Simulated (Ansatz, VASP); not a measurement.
# Cross-check of Sc between VASP and Ansatz, part 2 of 2

Wanted: the spread between two codes on one cell, functional and k mesh. The structure shown is the end of the Ansatz relaxation below.

VASP 6.6.1 and Ansatz 0.2.0.

So far. Step 3 (VASP: single point, PBEsol, pair 1): The run ends at a pressure of 1.19 GPa.

### 6. VASP: single point, PBEsol, pair 2 (continued)

Level of this step: PBEsol; plane waves and PAW (Sc_sv) (VASP).

Numbers of over 12 decimals in the logs are rounded to 6 here.

From OUTCAR (step 6):

```text
  Total       -0.3338481     -0.3338481     -0.3325880      0.0000000      0.0000000      0.0000000
  in kB      -11.0943487    -11.0943487    -11.0524752      0.0000000      0.0000000      0.0000000
  external PRESSURE =     -11.0803908 kB  Pullay stress =       0.0000000 kB

 POSITION                                       TOTAL-FORCE (eV/Angst)
 -----------------------------------------------------------------------------------
     -0.00000      1.90449      1.27906        -0.000000      0.000000      0.000000
      1.64933      0.95224      3.83717         0.000000     -0.000000      0.000000
 -----------------------------------------------------------------------------------
    total drift:                               -0.000000      0.000000     -0.000000

  FREE ENERGIE OF THE ION-ELECTRON SYSTEM (eV)
  ---------------------------------------------------
  free  energy   TOTEN  =       -13.2085879152 eV

  energy  without entropy=      -13.2040481002  energy(sigma->0) =      -13.20707464

[... 1 part as in an earlier step ...]

[... 2 further parts left out ...]
[key lines of the parts left out:]
E-fermi :   3.7001
```

The run ends at a pressure of -1.11 GPa.

### 7. Differences

Compared:

```
      quantity  Ansatz   VASP  difference
pressure (GPa)   -1.10  -1.11       +0.01
```

### 8. Ansatz: relaxation, PBEsol

This run makes the geometry at which the two programs are then compared. The cell compared in this pair holds 49.16 Å³, against 48.21 Å³ for the pair before.

The structure compared here is the end of the Ansatz relaxation.

Input file input.yaml:

```yaml
crystal:
  lattice:
    - [3.3200892097, 0.0, 0.0]
    - [-1.6600446049, 2.8752815985, 0.0]
    - [0.0, 0.0, 5.1494480698]
  atoms:
    - { symbol: Sc, position: [0.3333333333, 0.6666666667, 0.25] }
    - { symbol: Sc, position: [0.6666666667, 0.3333333333, 0.75] }
kpoints:
  mp_grid: { grid: [15, 15, 8] }
hamiltonian:
  xc: pbesol
  pseudopotentials: { kind: paw, azcp: { folder: soft_1 }, xc_functional: pbe }
scf:
  occupations: { method: methfessel_paxton, width: 0.2 }
output:
  forces: true
  stress: true
  eigenvalues: true
relax:
  adjacent_minimum: "off"
  f_tol: 0.001
  max_steps: 60
  cell: { stress_tol: 0.01, fix: [volume] }
```

Launch:

```sh
ansatz run input.yaml --threads 4 --pin off --max-ram 10240MiB --backend cpu --events-out ev --progress --plain --runs-dir out
```

The program printed:

```text
[...]
Crystal: 2 atoms, lattice volume = 49.158 Å³
Basis set: ecut = 420 eV, 965 PW (Γ), exchange–correlation on 48×48×72 points (8 copies of the dense FFT grid, shifted against one another)
Bands: 15, of which v1, the nominal top of the filled ones, is band 11 counted from 1 (10 counted from 0)
Symmetry: 24 space group operations
[...]
k-points: 135 of 1800
[...]
k-point 134: bands = [... 7 lower, -18.6979, 8.6389, 8.6389, 8.9033, 8.9033, 9.3162, 9.3162, 11.4486]
--- Relaxed structure (2 steps of the walk, 2 accepted, 1 SCFs on fresh bases) ---
[...]
cell:  # Å, volume = 49.1576 Å³
    - [3.319296, 2.8860550253866498e-11, 0.0]
    - [-1.659648, 2.874594, 0.0]
    - [0.0, 0.0, 5.151911]
  atoms:
    - { symbol: Sc, position: [0.333333, 0.666667, 0.250000] }
    - { symbol: Sc, position: [0.666667, 0.333333, 0.750000] }
[key lines of the parts left out:]
SCF converged after 4 iterations
Free energy (F): -4222.730412 eV
Fermi energy:    9.045526 eV
P = ⅓ Tr σ = -2.1062 GPa (-21.062 kbar)
```

### 9. VASP: single point, PBEsol, pair 3

The same cell, functional, mesh and smearing now go to VASP, with its own data sets.

Input file INCAR:

```
SYSTEM = Sc
PREC = Accurate
ENCUT = 500
EDIFF = 1E-06
NELM = 120
ISMEAR = 1
SIGMA = 0.2
LREAL = .FALSE.
ALGO = Normal
GGA = PS
NBANDS = 17
LASPH = .TRUE.
LORBIT = 11
LWAVE = .FALSE.
LCHARG = .FALSE.
ISIF = 2
GGA_COMPAT = .FALSE.
KPAR = 2
```

Input file POSCAR:

```
Sc
1.0
    3.3192955906      0.0000000000      0.0000000000
   -1.6596477953      2.8745943041      0.0000000000
    0.0000000000      0.0000000000      5.1519107545
Sc
2
Direct
    0.3333333333      0.6666666667      0.2500000000
    0.6666666667      0.3333333333      0.7500000000
```

Input file KPOINTS:

```
Automatic mesh
0
Gamma
15 15 8
0 0 0
```

The projector-augmented-wave data sets are Sc_sv (PBE family, release 64).

Launch:

```sh
mpirun -np 2 vasp_std
```

The program printed:

```text
[... set-up lines as in an earlier step ...]
 entering main loop
       N       E                     dE             d eps       ncg     rms          rms(c)
DAV:   1     0.357360507625E+03    0.35736E+03   -0.10939E+04  4622   0.134E+03
DAV:   2     0.532759907505E+01   -0.35203E+03   -0.34551E+03  5758   0.569E+02
DAV:   3    -0.144056784841E+02   -0.19733E+02   -0.18948E+02  7561   0.160E+02
DAV:   4    -0.147555460725E+02   -0.34987E+00   -0.34689E+00  6830   0.194E+01
[...]
DAV:  11    -0.131995741838E+02    0.23707E-05   -0.28035E-06  5087   0.198E-02    0.215E-03
DAV:  12    -0.131995754704E+02   -0.12866E-05   -0.55163E-07  4362   0.121E-02    0.917E-04
DAV:  13    -0.131995753575E+02    0.11290E-06   -0.11215E-07  3601   0.619E-03
   1 F= -.13199575E+02 E0= -.13197894E+02  d E =-.504376E-02
```

Parts of OUTCAR (step 9):

```text
  Total       -0.6499408     -0.6499408     -0.6475264      0.0000000      0.0000000     -0.0000000
  in kB      -21.1832978    -21.1832978    -21.1046072      0.0000000      0.0000000     -0.0000000
  external PRESSURE =     -21.1570676 kB  Pullay stress =       0.0000000 kB

 POSITION                                       TOTAL-FORCE (eV/Angst)
 -----------------------------------------------------------------------------------
     -0.00000      1.91640      1.28798         0.000000      0.000000      0.000000
      1.65965      0.95820      3.86393        -0.000000     -0.000000      0.000000
 -----------------------------------------------------------------------------------
    total drift:                               -0.000000      0.000000     -0.000000

  FREE ENERGIE OF THE ION-ELECTRON SYSTEM (eV)
  ---------------------------------------------------
  free  energy   TOTEN  =       -13.1995753575 eV

  energy  without entropy=      -13.1945315972  energy(sigma->0) =      -13.19789410

[... 1 part as in an earlier step ...]

[... 2 further parts left out ...]
[key lines of the parts left out:]
E-fermi :   3.5865
```

The run ends at a pressure of -2.12 GPa.

### 10. Differences

Compared:

```
      quantity  Ansatz   VASP  difference
pressure (GPa)   -2.11  -2.12       +0.01
```

### 11. Results

```yaml
difference_in_pressure_single_point_pbesol_pair_1: 0.0018 GPa
difference_in_pressure_single_point_pbesol_pair_2: 0.0087 GPa
difference_in_pressure_single_point_pbesol_pair_3: 0.0095 GPa
```

The difference in pressure is 0.0095 GPa (single point, PBEsol, pair 3), within the 1 GPa picked in this series as the mark of a large difference. 1 further run of this series is not shown here. Such differences can come from data sets, numerical settings and the points named under the comparisons, not from the functional's error against experiment.

[Lines on the potential files, build, host, timing and source positions are cut from VASP's logs without a mark.]

[Logs are printed without paths, hosts, clocks, repeated set-up lines and the standing remarks that a program may print on its own settings, such as how far it seeks lower states.]

[Hosts, paths, dates, database ids (printed as entryN), source tags and the programs' standing remarks are cut or masked in the printed files.]
